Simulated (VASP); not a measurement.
A VASP calculation is set up with these files.

**POSCAR**
```
CdSe
1
    4.1160393471     0.0000000000     0.0000000000
   -2.0580196736     3.5645942025     0.0000000000
    0.0000000000     0.0000000000     6.7215522744
Cd Se
2 2
Direct
  0.3333330000   0.6666670000   0.9997936312
  0.6666670000   0.3333330000   0.4997936312
  0.3333330000   0.6666670000   0.3752063688
  0.6666670000   0.3333330000   0.8752063688
```

File KPOINTS:
```
kpoints
0
G
 6 6 4
```

INCAR:
```
SYSTEM = CdSe
PREC = Accurate
ENCUT = 500
EDIFF = 1E-6
NELM = 100
ALGO = Normal
LREAL = .FALSE.
LASPH = .TRUE.
ISMEAR = 0
SIGMA = 0.05
GGA = PS
LMAXMIX = 4
LWAVE = .FALSE.
LCHARG = .FALSE.
IBRION = 2
ISIF = 3
NSW = 40
EDIFFG = -0.02
PSTRESS = 200
```

POTCAR, in this order: Cd Se (PBE.64 set). Program: vasp_std.

Task: Translate this PBEsol calculation to Ansatz.

Result: One equivalent input (not run):
Ansatz 0.2 input:
```yaml
crystal:
  lattice:
    - [4.1160393, 0.0000000, 0.0000000]
    - [-2.0580197, 3.5645942, 0.0000000]
    - [0.0000000, 0.0000000, 6.7215523]
  atoms:
    - { symbol: Cd, position: [0.3333330, 0.6666670, 0.9997936] }
    - { symbol: Cd, position: [0.6666670, 0.3333330, 0.4997936] }
    - { symbol: Se, position: [0.3333330, 0.6666670, 0.3752064] }
    - { symbol: Se, position: [0.6666670, 0.3333330, 0.8752064] }
kpoints:
  mp_grid: { grid: [6, 6, 4] }
hamiltonian:
  xc: pbesol
  pseudopotentials: { kind: paw }
scf:
  occupations: { method: gaussian, width: 0.05 }
  max_iter: 100
relax:
  max_steps: 40
  f_tol: 0.02
  cell: { p_target: 20 }
output: { forces: true, stress: true, eigenvalues: true }
```
What does not carry over: each code has its own PAW files, so the cut-off isn't converted (ENCUT is set for VASP's; basis.ecutwfc is left out, and Ansatz then takes the one that its files recommend); Ansatz stops its SCF on the density residual and VASP on the energy change (EDIFF).

The structure was generated: CdSe was put into the wurtzite type (P6_3mc), which need not be its known phase. This run relaxes it under an external pressure of 20 GPa. Symmetry was kept, so distortions that lower it aren't found.
